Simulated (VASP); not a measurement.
Energy against volume of CrO$_{2}$ (rutile). These are PBEsol GGA, VASP's PBE PAW potentials (set 64) (plane waves; VASP 6.6.1) values and carry that method's errors. Run with 520 eV cut-off, 7×7×11 Γ-centred mesh, first-order Methfessel-Paxton smearing of 0.10 eV, potentials Cr_pv O.

Shape and ions are relaxed at each volume.

```tsv
V (Å³/atom)	E (eV/atom)
8.745	-8.80885
9.024	-8.83242
9.303	-8.83999
9.583	-8.83415
```

**Question.** Fit these four points and predict the energy of the run at 9.862 Å³/atom.

**Answer.** A cubic in V^(−2/3), the third-order Birch-Murnaghan form, passes through the four points with V0 = 9.31 Å³/atom and B0 = 254 GPa, and gives -8.8172 eV/atom there. The run gave -8.8172 eV/atom, -0.0 meV/atom from the fit; all five points give B0 = 254 GPa.

The compound is CrO2 in the rutile structure. It was relaxed first.
